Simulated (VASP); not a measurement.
These are RPBE GGA, VASP's PBE PAW potentials (set 64) (plane waves; VASP) values and carry that method's errors.

Input for VASP

**KPOINTS**
```
Automatic mesh
0
Gamma
5 5 7
0 0 0
```

**POSCAR**
```
PbO2
1
    5.1517483682    -0.0000000000     0.0000000000
    0.0000000000     5.1517483682     0.0000000000
    0.0000000000     0.0000000000     3.4605085929
Pb O
2 4
Direct
  1.0000000000   1.0000000000   1.0000000000
  0.5000000000   0.5000000000   0.5000000000
  0.3085460202   0.3085460202   0.0000000000
  0.8085460202   0.1914539798   0.5000000000
  0.1914539798   0.8085460202   0.5000000000
  0.6914539798   0.6914539798   1.0000000000
```

INCAR:
```
SYSTEM = PbO2
PREC = Accurate
ENCUT = 520
EDIFF = 1E-7
NELM = 100
ALGO = Normal
LREAL = .FALSE.
LASPH = .TRUE.
ISMEAR = -5
GGA = RP
LMAXMIX = 4
LWAVE = .FALSE.
LCHARG = .TRUE.
LORBIT = 11
NEDOS = 601
ISIF = 2
LEFG = .TRUE.
```

POTCAR, in this order: Pb_d O (PBE.64 set). Program: vasp_std.

**Question.** What will the output report for the number of irreducible k-points (NKPTS), largest plane-wave count, number of space-group operations, FFT grid (NGX, NGY, NGZ)?

**Answer.** 
```
Quantity                                      Result
--------------------------------------  ------------
number of irreducible k-points (NKPTS)            24
largest plane-wave count                        2505
number of space-group operations                  16
FFT grid (NGX, NGY, NGZ)                40 × 40 × 28
```

The compound is PbO2 in the rutile structure. It was relaxed first, which changed the volume by +10 %.
